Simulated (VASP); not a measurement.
A convergence study with VASP on Er (hcp): one setting is varied, all else stays as given below, so the limit is that of these other settings.

```yaml
crystal:
  lattice:
    - [1.78000, -3.08305, 0.00000]
    - [1.78000, 3.08305, 0.00000]
    - [0.00000, 0.00000, 5.59000]
  atoms:
    - { symbol: Er, position: [0.33333, 0.66667, 0.25000] }
    - { symbol: Er, position: [0.66667, 0.33333, 0.75000] }
```

These are PBE GGA, VASP's PBE PAW potentials (set 64) (plane waves; VASP 6.6.1) values and carry that method's errors. The tightest run used: 550 eV cut-off, 17×17×10 Monkhorst-Pack mesh, first-order Methfessel-Paxton smearing of 0.10 eV, potentials Er_3.

The 4f electrons are frozen in the core of the lanthanide potential, so 4f levels, which can set the real gap, and their magnetism are missing.

```json
[
 {"setting": "1×1×1 mesh", "E (eV/atom)": "-5.9923", "pressure (GPa)": "18.85", "irreducible k-points": "1"},
 {"setting": "2×2×1 mesh", "E (eV/atom)": "-4.3520", "pressure (GPa)": "-0.42", "irreducible k-points": "2"},
 {"setting": "3×3×2 mesh", "E (eV/atom)": "-4.4968", "pressure (GPa)": "-0.72", "irreducible k-points": "3"},
 {"setting": "4×4×2 mesh", "E (eV/atom)": "-4.5082", "pressure (GPa)": "-0.03", "irreducible k-points": "6"},
 {"setting": "5×5×3 mesh", "E (eV/atom)": "-4.4698", "pressure (GPa)": "0.40", "irreducible k-points": "10"},
 {"setting": "6×6×4 mesh", "E (eV/atom)": "-4.4877", "pressure (GPa)": "0.15", "irreducible k-points": "24"},
 {"setting": "7×7×4 mesh", "E (eV/atom)": "-4.4904", "pressure (GPa)": "0.17", "irreducible k-points": "16"}
]
```

Q: These are the cheaper rows. Estimate the results at 17×17×10 mesh, and how far the last row shown lies from them.

A: 
```
quantity        tightest run  last row shown is off by
--------------  ------------  ------------------------
E (eV/atom)          -4.4960                    0.0056
pressure (GPa)          0.30                     -0.13
```

Left out are rungs that failed or repeat a setting and relaxations that didn't move; long series are thinned to 24 rows.

The compound is Er in the hcp structure. The cell was not relaxed at this level.
